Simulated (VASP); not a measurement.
A run of VASP 6.6.1 is set up as follows.

INCAR

```
ALGO     = Normal         # electronic algorithm
EDIFF    = 1E-6           # SCF threshold, eV
ENCUT    = 520            # plane-wave cutoff, eV
GGA      = PE             # functional
ISIF     = 2              # what is computed and relaxed
ISMEAR   = 0              # smearing method
LASPH    = T              # aspherical terms in the spheres
LCHARG   = T              # write CHGCAR
LELF     = T              # ELF
LREAL    = F              # projectors in reciprocal space
LVHAR    = T            
LWAVE    = F              # write WAVECAR
NBANDS   = 38             # bands
NELM     = 100            # most SCF steps
PREC     = Accurate       # precision mode
SIGMA    = 0.1            # smearing width, eV
```

File KPOINTS:

```
k-points
0
Gamma
  4 4 4
```

Contents of POSCAR:

```
Zr4Tl
1.0
    5.2978187590      0.0000000000      0.0000000000
    0.0000000000      5.2978187590      0.0000000000
    0.0000000000      0.0000000000      5.2978187590
Zr Tl
4 1
Direct
    0.0000000000      0.5000000000      0.5000000000
    0.5000000000      0.5000000000      0.0000000000
    0.5000000000      0.0000000000      0.5000000000
    0.0000000000      0.0000000000      0.0000000000
    0.5000000000      0.5000000000      0.5000000000
```

Potentials or basis: VASP PAW PBE potentials, release 64 (Zr_sv, Tl_d).

Command:

```console
$ cat potpaw_PBE.64/Zr_sv/POTCAR potpaw_PBE.64/Tl_d/POTCAR > POTCAR
$ mpirun -np 1 vasp_std > vasp.out
```

Question: Predict the pressure.

Answer: 0.2 GPa.

Question: Predict the band gap on the k mesh.

Answer: None (metal or under the smearing width).

The run has no spin-orbit coupling, so splittings on Tl are missing.
